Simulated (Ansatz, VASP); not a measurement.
# Cross-check of InP between VASP and Ansatz

One calculation is typed for both programs; each brings its own data sets. How far apart do they land? The cell is taken from a series of runs on this material, whose earlier steps may have relaxed, scaled, displaced or heated it; both programs get it as it stands.

Calculated with Ansatz 0.2.0; plane waves, with VASP 6.6.1 beside it; zone-centre phonons at PBE.

In doubt: the program warns that the response may not be converged on this k-mesh, which bears on the force constants and all frequencies.

## (1) The structure

It takes space group F-43m (No. 216, cubic). The conventional cell has a = 5.838 Å, b = 5.838 Å, c = 5.838 Å, α = 90.00°, β = 90.00°, γ = 90.00°. Nearest to P lie 4 In at 2.53 Å. In has 4 P at 2.53 Å nearest. Farther neighbours are not listed.

## (2) Ansatz: zone-centre phonons, PBE

Ansatz runs on its PAW soft_1 files.

Second derivatives magnify differences that forces hide, and they need a tight electronic threshold.

Contents of input.yaml:

```yaml
crystal:
  lattice:
    - [0.0, 2.9190293078, 2.9190293078]
    - [2.9190293078, 0.0, 2.9190293078]
    - [2.9190293078, 2.9190293078, 0.0]
  atoms:
    - { symbol: P, position: [0.75, 0.75, 0.75] }
    - { symbol: In, position: [0.0, 0.0, 0.0] }
kpoints:
  mp_grid: { grid: [20, 20, 20] }
hamiltonian:
  xc: pbe
  pseudopotentials: { kind: paw, azcp: { folder: soft_1 } }
scf:
  occupations: { method: fixed }
output:
  eigenvalues: true
phonons:
  method: dfpt
  dielectric: true
  rigid_motions: translations
```

Started as:

```
$ ansatz run input.yaml --threads 4 --pin off --max-ram 10240MiB --backend cpu --events-out ev --progress --plain --runs-dir out
```

Numbers of over 12 decimals in the logs are rounded to 6 here.

Log:

```text
Engine: ansatz 0.2.0, aarch64-unknown-linux-gnu
Pseudopotentials: kind: paw
Pseudopotential: P, paw, valence charge 5, recommended cutoff 420 eV (normal), soft_1/P.paw.azcp
Pseudopotential: In, paw, valence charge 13, recommended cutoff 420 eV (normal), soft_1/In.paw.azcp
Functional definition: PBE
  parameter kappa = 0.804
  parameter beta = 0.066725
  exchange = pbe_x(kappa = kappa, mu = beta*pi^2/3)
  correlation = pbe_c(beta = beta)
Crystal: 2 atoms, lattice volume = 49.745 Å³
Basis set: ecut = 420 eV, 941 PW (Γ), exchange–correlation on 60×60×60 points (8 copies of the dense FFT grid, shifted against one another)
Bands: 13, of which v1, the nominal top of the filled ones, is band 9 counted from 1 (8 counted from 0)
Symmetry: 24 space group operations
k-points: 1166 of 8000 (irreducible under 4 space group operations, time reversal used)
Non-local potential: P, projectors of the file, l = 0: 2, l = 1: 2, l = 2: 1
Non-local potential: In, projectors of the file, l = 0: 2, l = 1: 2, l = 2: 2, l = 3: 1
PAW form: soft (Blöchl's): semilocal exchange-correlation on the pseudo side does not see the compensation charge
PAW one-centre angular grid: P, 110 points (default); XC on 64 Gauss nodes
PAW one-centre angular grid: In, 590 points (default); XC on 64 Gauss nodes
Initial density: superposition of atomic densities (chi_scale 0.1, normalization cell, long waves kept (reshape's long-wave potential 0.00 eV rms))
Initial wavefunctions: pseudopotential atomic-orbital guess
Functional: x = pbe(κ = 0.804, μ = 0.219515), c = pbe(β = 0.066725)
SCF iter   1: F=—  HF=-6354.267863 eV  |F-HF|=—  |Δ(HF+E_count)|=         —  Δρ=3.52e-2  dr2=8.86e-1  ethr=3.10e-3  ⟨swp⟩=5.0  Hψ=81985  notcnv=0  defer=2206
preconditioner: auto → none  [insulator: Δε(μ)=1.057 eV  Ē_g=14.542 eV  n_scr=14 (ndim 8)  ℏωp=22.3 eV  f_vac=0.000  ε∞_Penn≈3.4]
SCF iter   2: F=—  HF=-6354.045014 eV  |F-HF|=—  |Δ(HF+E_count)|=   2.23e-1  Δρ=1.60e-2  dr2=8.87e-2  ethr=3.10e-3  ⟨swp⟩=3.3  Hψ=33132  notcnv=0  defer=2228
SCF iter   3: F=—  HF=-6354.036806 eV  |F-HF|=—  |Δ(HF+E_count)|=   8.21e-3  Δρ=6.42e-3  dr2=1.44e-2  ethr=4.93e-4  ⟨swp⟩=2.6  Hψ=23934  notcnv=0  defer=2296
SCF iter   4: F=—  HF=-6354.037159 eV  |F-HF|=—  |Δ(HF+E_count)|=   3.53e-4  Δρ=1.08e-3  dr2=4.10e-4  ethr=8.00e-5  ⟨swp⟩=3.7  Hψ=28941  notcnv=0  defer=2312
SCF iter   5: F=—  HF=-6354.037055 eV  |F-HF|=—  |Δ(HF+E_count)|=   1.04e-4  Δρ=2.29e-4  dr2=1.21e-5  ethr=2.28e-6  ⟨swp⟩=2.0  Hψ=28000  notcnv=0  defer=2316
SCF iter   6: F=—  HF=-6354.037067 eV  |F-HF|=—  |Δ(HF+E_count)|=   1.23e-5  Δρ=2.53e-5  dr2=2.22e-7  ethr=6.74e-8  ⟨swp⟩=3.0  Hψ=26120  notcnv=0  defer=1987
SCF iter   7: F=—  HF=-6354.037067 eV  |F-HF|=—  |Δ(HF+E_count)|=   4.52e-7  Δρ=2.98e-6  dr2=4.33e-9  ethr=1.23e-9  ⟨swp⟩=2.0  Hψ=25640  notcnv=0  defer=904
SCF iter   8: F=-6354.037067 eV  HF=-6354.037067 eV  |F-HF|=2.09e-11  |Δ(HF+E_count)|=   2.47e-9  Δρ=3.75e-7  dr2=6.20e-11  ethr=1.00e-12  ⟨swp⟩=9.4  Hψ=122681  notcnv=0
SCF 1 converged in 8 iterations: F = -6354.037067 eV  dr2 = 6.20e-11
  greatest PAW one-centre occupation: 0.981 electrons in one spin orbital (limit 2), on the In atom at site 1 (counted from 0), in its partial waves of l = 2
NSCF: frozen V_eff on 1 k-points
DFPT response loops at Γ: preconditioner auto → none (the input reference at scf.mixing.eps_inf says where Resta's filter doesn't serve); β = 0.50; Broyden in place of MSR1
── the response to a field inside a basis, on 22×22×22 k-points: an SCF that follows is theirs, and a resumed run solves both again ──
Bands: 10, of which v1, the nominal top of the filled ones, is band 9 counted from 1 (8 counted from 0)
k-points: 1012
Initial density: handed on by an earlier stage of this run
Initial wavefunctions: pseudopotential atomic-orbital guess (no wavefunctions were taken with the density)
Eigensolver: Dense (1012 Hₖ)
SCF iter   1: F=—  HF=-6354.034582 eV  |F-HF|=—  |Δ(HF+E_count)|=         —  Δρ=1.22e-4  dr2=1.23e-6  ethr=1.00e-1
preconditioner: auto → none  [insulator: Δε(μ)=0.831 eV  Ē_g=12.645 eV  n_scr=14 (ndim 8)  ℏωp=22.3 eV  f_vac=0.012  ε∞_Penn≈4.1]
SCF iter   2: F=—  HF=-6354.034583 eV  |F-HF|=—  |Δ(HF+E_count)|=   1.35e-6  Δρ=6.04e-5  dr2=3.77e-7  ethr=6.82e-9
SCF iter   3: F=-6354.034584 eV  HF=-6354.034584 eV  |F-HF|=3.18e-8  |Δ(HF+E_count)|=   6.69e-7  Δρ=1.22e-5  dr2=5.02e-8  ethr=2.09e-9
SCF 1 converged in 3 iterations: F = -6354.034584 eV  dr2 = 5.02e-8
DFPT response loops at Γ: mixed as the last ones told, above
WARN: field response: ε∞ stands inside a basis, on 22×22×22 points; the force constants stand on the 20×20×20 k-mesh, whose period is 12.70 times the interband length at k = (0.0000, 0.0000, 0.0000), direct gap 0.778 eV, under 14: take them and everything formed from them as unconverged, and compare with a denser kpoints.mp_grid
SCF converged after 8 iterations
Free energy (F): -6354.037067 eV
Harris-Foulkes:  -6354.037067 eV  (|F-HF|=2.09e-11)
Internal energy: -6354.037067 eV  (E = F + TS)
E sigma→0 (E₀):  -6354.037067 eV
Fermi energy:    7.179715 eV
--- Per-component energies (eV) ---
  E_band       = -49.266330
  E_kinetic    = 288.288014
  E_local      = -1324.006047  (includes V_loc(G=0)·N_el)
  E_nonlocal   = 359.703990
  E_hartree    = 531.721393
  E_xc         = -215.717864
  E_vxc        = -150.314255  (∫ρ·V_xc dr)
  E_paw        = -4768.521492  (= ΣΔE_a)
  E_vpaw       = -286.380924  (= ΣTr[D̂ρ^β])
  E_aug_tail   = 0.000152  (compensation charges beyond the density's cutoff)
  E_ewald      = -1225.505213
  E_smearing   = -0.000000  (= −TS)
  E_closure    = 0.000000  (closes the sum)
  Σ components = -6354.037067   (vs F -6354.037067, Δ=0.00e0)
--- Band table (eV; the first three rows and the last of 1166) ---
  k-point 0: bands = [... 5 lower, -4.4181, 7.1797, 7.1797, 7.1797, 7.9580, 11.2693, 11.2693, 11.2693]
  k-point 1: bands = [... 5 lower, -4.3886, 6.7476, 7.1461, 7.1461, 8.2997, 11.2748, 11.3201, 11.3201]
  k-point 2: bands = [... 5 lower, -4.3009, 6.0275, 7.0531, 7.0531, 8.7300, 11.3429, 11.4589, 11.4589]
  k-point 1165: bands = [... 5 lower, -1.9043, 1.5351, 4.1794, 4.2169, 11.4710, 11.6075, 12.7788, 13.3838]
--- Phonons (Γ-DFPT): 2 representative perturbations + reference, on 1166 of 8000 k-points (Σ response iterations 6) ---
  k mesh reduced under 4 symmetry operations, with k and −k counted as one. Each operation leaves every solved perturbation unchanged. A smaller set is not considered because the run solves the response to a homogeneous field
  ASR residual: 9.402e-5 → 0.000e0 eV/Å²; symmetrization residual: 2.860e-6 eV/Å²
  ASR residual per site (eV/Å²): 9.40e-5 5.35e-6
  Γ frequencies (cm⁻¹): 0.00 0.00 0.00 308.14 308.14 308.14
  ε∞ (high-frequency dielectric tensor):
       10.745781     0.000000    -0.000000
        0.000000    10.745781     0.000000
       -0.000000     0.000000    10.745781
  ε⁰ (static dielectric tensor: ions relaxed, cell fixed):
       13.437721     0.000000    -0.000000
        0.000000    13.437721     0.000000
       -0.000000     0.000000    13.437721
  ε⁰ − ε∞ (ionic part):
        2.691939    -0.000000    -0.000000
       -0.000000     2.691939     0.000000
       -0.000000     0.000000     2.691939
  softest optical mode at Γ: 308.14 cm⁻¹; the repairs (sum rule, projections) moved no ω² at Γ by more than (0.99 cm⁻¹)²
  Born effective charges Z* (e; rows j = field, columns β = displacement):
    site 0:
        -2.51057    0.00000    0.00000
         0.00000   -2.51057   -0.00000
         0.00000   -0.00000   -2.51057
    site 1:
         2.51057   -0.00000   -0.00000
        -0.00000    2.51057    0.00000
        -0.00000    0.00000    2.51057
  Z* charge neutrality: 3.257e-4 e pre-enforcement
  solved inside a basis spanned on kpoints, on 22×22×22 k-points transformed towards the longest dipole: ε∞ is read to err by 3.3e-2, Z* by 1.4e-2 e (field_mesh: kpoints solves on kpoints); Z* is corrected for what the basis lacks
  optical modes at Γ without the LO–TO term, one row a degenerate level:
      ω (cm⁻¹)  modes    IR ((D/Å)²/amu)
        308.14      3            17.8837
  optical modes at Γ + LO–TO along q̂ = [1.0000, 0.0000, 0.0000]:
      ω (cm⁻¹)  modes    IR ((D/Å)²/amu)
        308.14      2            11.9225
        344.58      1             5.9612
  optical modes at Γ + LO–TO along q̂ = [0.0000, 1.0000, 0.0000]:
      ω (cm⁻¹)  modes    IR ((D/Å)²/amu)
        308.14      2            11.9225
        344.58      1             5.9612
  optical modes at Γ + LO–TO along q̂ = [0.0000, 0.0000, 1.0000]:
      ω (cm⁻¹)  modes    IR ((D/Å)²/amu)
        308.14      2            11.9225
        344.58      1             5.9612
```

The column dr2 measures how far the density is from self-consistency, as an energy; F and HF (Harris–Foulkes) agree once it is small.

[end of part 1 of 2]

[Lines on the potential files, build, host, timing and source positions are cut from VASP's logs without a mark.]

[Logs are printed without paths, hosts, clocks, repeated set-up lines and the standing remarks that a program may print on its own settings, such as how far it seeks lower states.]

[Hosts, paths, dates, database ids (printed as entryN), source tags and the programs' standing remarks are cut or masked in the printed files.]
